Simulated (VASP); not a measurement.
Data:

```yaml
crystal:
  lattice:
    - [0.00000, 2.98880, 2.98880]
    - [2.98880, 0.00000, 2.98880]
    - [2.98880, 2.98880, 0.00000]
  atoms:
    - { symbol: Nb, position: [0.00000, 0.00000, 0.00000] }
    - { symbol: Si, position: [0.25000, 0.25000, 0.25000] }
    - { symbol: Si, position: [0.75000, 0.75000, 0.75000] }
```

Level of theory: PBEsol GGA, VASP's PBE PAW potentials (set 64) (plane waves; VASP). Run with 400 eV cut-off, Gaussian smearing of 0.050 eV, potentials Nb_sv Si.

**Question.** Give the energies of bands 6 to 13 at the high-symmetry points, in eV from the Fermi level.

**Answer.** 
```
band      Γ      X      U      L      W
----  -----  -----  -----  -----  -----
6     -4.06  -7.16  -7.64  -7.82  -7.61
7     -4.06  -5.84  -5.28  -3.37  -4.80
8     -4.06  -2.61  -3.23  -3.37  -4.64
9     -2.65  -2.61  -2.58  -1.10  -1.47
10    -0.50  -0.63  -1.31  -0.07  -1.47
11    -0.50  -0.63  -0.24  -0.07  -0.61
12     3.55  -0.23   0.81   0.21   0.57
13     3.55   0.89   1.30   0.21   1.78
```

It has no gap at this level: it comes out as a metal or semimetal.

The structure was generated: NbSi2 was put into the fluorite type (Fm-3m), which need not be its known phase. It was relaxed first, which changed the volume by -10 %. The electron count is odd and the run is not spin-polarised, which forces a metal.
